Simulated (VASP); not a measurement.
Given:

```
CELL_PARAMETERS angstrom
      5.19934     0.00000     0.00000
     -2.59967     4.50276     0.00000
      0.00000     0.00000    14.00000
ATOMIC_POSITIONS crystal
  Pb 0.00128 0.00486 0.50101
  Pb 0.66538 0.32847 0.49899
```

Computed with PBE GGA, VASP's PBE PAW potentials (set 64) (plane waves; VASP). Settings: 300 eV cut-off, 4×4×1 Γ-centred mesh, Gaussian smearing of 0.10 eV, potentials Pb_d.

The cell holds a wide vacuum, so values per volume refer to the whole cell. Unless said otherwise, spin-orbit coupling is left out, though it shifts the bands of the heavy elements here.

Question: What does the run give for the energy per atom (σ→0), largest force, band gap (on the k-mesh) with the smallest direct gap where there is one?

Answer: 
```json
{
 "band gap (on the k-mesh)": "none (metal, semimetal or under 0.01 eV)",
 "energy per atom (σ→0)": "-2.717 eV/atom",
 "largest_force": "0.182 eV/Å"
}
```

Only differences to runs with the same potentials and settings are physical.

The cell is a sheet with vacuum, built from a generated structure.
